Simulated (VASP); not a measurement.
Consider the following.

```xyz
2
Lattice="2.6541 0.0000 0.0000 0.0000 2.6541 0.0000 0.0000 0.0000 3.6663" Properties=species:S:1:pos:R:3 pbc="T T T"
Fe     0.0000     0.0000     0.0000
Pt     1.3270     1.3270     1.8332
```
Starting moments (μB, in the order of the record's atoms Fe Pt): 2.9 0.3.

Computed with PBE GGA, VASP's PBE PAW potentials (set 64) (plane waves; VASP). Numerical set-up: 500 eV cut-off, 14×14×10 Γ-centred mesh, first-order Methfessel-Paxton smearing of 0.10 eV, potentials Fe Pt.

Energy and stress use the plane-wave basis of the starting cell.

**Question.** The ions, cell shape and volume at an external pressure of 30.0 GPa are relaxed. Predict the relaxed structure.

**Answer.** 
```xyz
2
Lattice="2.6268 0.0000 0.0000 0.0000 2.6268 0.0000 0.0000 0.0000 3.6276" Properties=species:S:1:pos:R:3 pbc="T T T"
Fe     0.0000     0.0000     0.0000
Pt     1.3134     1.3134     1.8138
```
Space group P4/mmm (123), at a tolerance of 0.03 Å. The cell ends with 3.09 μB, on the sites 2.73 0.31 μB.

**Question.** How do energy and volume change from the first to the last step?

**Answer.** The energy (σ→0) changes by +62.0 meV/atom and the volume by -3.1 %, in 4 ionic steps.

The compound is FePt in the L1_0 structure. This run relaxes it under an external pressure of 30 GPa. Symmetry was kept, so distortions that lower it aren't found.
